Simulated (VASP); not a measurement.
Energy against volume of Mg$_{3}$Sb$_{2}$ (a-la2o3). Calculation: PBE GGA with D3 dispersion (Becke-Johnson damping), VASP's PBE PAW potentials (set 64) (plane waves; VASP 6.6.1). Settings: 520 eV cut-off, 6×6×3 Γ-centred mesh, Gaussian smearing of 0.050 eV, potentials Mg Sb.

Shape and ions are relaxed at each volume.

```tsv
V (Å³/atom)	E (eV/atom)
23.804	-3.26094
24.563	-3.27218
25.323	-3.27553
26.083	-3.27213
```

Question: Fit these four points and predict the energy of the run at 26.843 Å³/atom.

Answer: A cubic in V^(−2/3), the third-order Birch-Murnaghan form, passes through the four points with V0 = 25.30 Å³/atom and B0 = 47 GPa, and gives -3.2630 eV/atom there. The run gave -3.2630 eV/atom, -0.0 meV/atom from the fit; all five points give B0 = 47 GPa.

The compound is Mg3Sb2 in the a-la2o3 structure. It was relaxed first.
